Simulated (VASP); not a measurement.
Here is the system:

```
Ni
1.0
    0.00000     1.72842     1.72842
    1.72842     0.00000     1.72842
    1.72842     1.72842     0.00000
Ni
1
Cartesian
  0.00000   0.00000   0.00000
```
Starting moments (μB, in the order of the record's atoms Ni): 0.6.

Method: revTPSS meta-GGA, VASP's PBE PAW potentials (set 64) (plane waves; VASP 6.6.1). Settings: 520 eV cut-off, 20×20×20 Γ-centred mesh, tetrahedra with Blöchl corrections, potentials Ni.

### Question
Estimate the cell moment, energy per atom (σ→0), band gap (over mesh and band path) with the smallest direct gap where there is one.

### Answer

```json
{
 "band gap (over mesh and band path)": "none (metal, semimetal or under 0.01 eV)",
 "cell_moment": "0.63 μB",
 "energy per atom (σ→0)": "-1.718 eV/atom"
}
```

### Question
Give the moment on each site (PAW-sphere projection).

### Answer

```csv
site,moment (μB)
Ni1,0.64
```

The compound is Ni in the fcc structure. It was relaxed first, which changed the volume by -5 %.
